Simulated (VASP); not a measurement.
These are MS2 meta-GGA, VASP's PBE PAW potentials (set 64) (plane waves; VASP 6.6.1) values and carry that method's errors.

A VASP calculation is set up with these files.

### INCAR
```
NEDOS  =  601   # DOS grid
LMAXMIX  =  6
LWAVE  =  F
LORBIT  =  11   # lm-projected
EDIFF  =  1E-7
ISMEAR  =  -5   # tetrahedra, Bloechl
ALGO  =  Normal   # blocked Davidson
LASPH  =  T   # aspherical one-centre terms
ENCUT  =  520   # plane-wave cut-off (eV)
LREAL  =  F
PREC  =  Accurate
METAGGA  =  MS2
NELM  =  100   # most electronic steps
SYSTEM  =  Ho
LMIXTAU  =  T
LCHARG  =  F
ISIF  =  2   # forces and stress, cell fixed
```

### KPOINTS_OPT
```
k-points along high-symmetry lines
6
Line-mode
Reciprocal
  0.000000   0.000000   0.000000 ! GAMMA
 -0.000000   0.500000   0.000000 ! M

 -0.000000   0.500000   0.000000 ! M
 -0.333333   0.666667   0.000000 ! K

 -0.333333   0.666667   0.000000 ! K
  0.000000   0.000000   0.000000 ! GAMMA

  0.000000   0.000000   0.000000 ! GAMMA
  0.000000   0.000000   0.500000 ! A

  0.000000   0.000000   0.500000 ! A
 -0.000000   0.500000   0.500000 ! L

 -0.000000   0.500000   0.500000 ! L
 -0.333333   0.666667   0.500000 ! H

 -0.333333   0.666667   0.500000 ! H
  0.000000   0.000000   0.500000 ! A

 -0.000000   0.500000   0.500000 ! L
 -0.000000   0.500000   0.000000 ! M

 -0.333333   0.666667   0.500000 ! H
 -0.333333   0.666667   0.000000 ! K
```

File POSCAR:
```
Ho
1
    1.7804723055    -3.0838685482     0.0000000000
    1.7804723055     3.0838685482     0.0000000000
    0.0000000000     0.0000000000     5.4610712544
Ho
2
Direct
  0.3333330000   0.6666670000   0.2500000000
  0.6666670000   0.3333330000   0.7500000000
```

**KPOINTS**
```
Regular mesh
0
Gamma
 13 13 8
0 0 0
```

POTCAR, in this order: Ho_3 (PBE.64 set). Program: vasp_std.

Question: What will the output report for the number of irreducible k-points (NKPTS), largest plane-wave count, number of space-group operations, FFT grid (NGX, NGY, NGZ)?

Answer: 
The number of irreducible k-points (NKPTS) comes out as 105, the largest plane-wave count comes out as 1642 and the number of space-group operations comes out as 24. The FFT grid (NGX, NGY, NGZ) comes out as 28 × 28 × 42.

The compound is Ho in the hcp structure. It was relaxed first. The 4f electrons are frozen in the core of the lanthanide potential, so 4f levels, which can set the real gap, and their magnetism are missing.
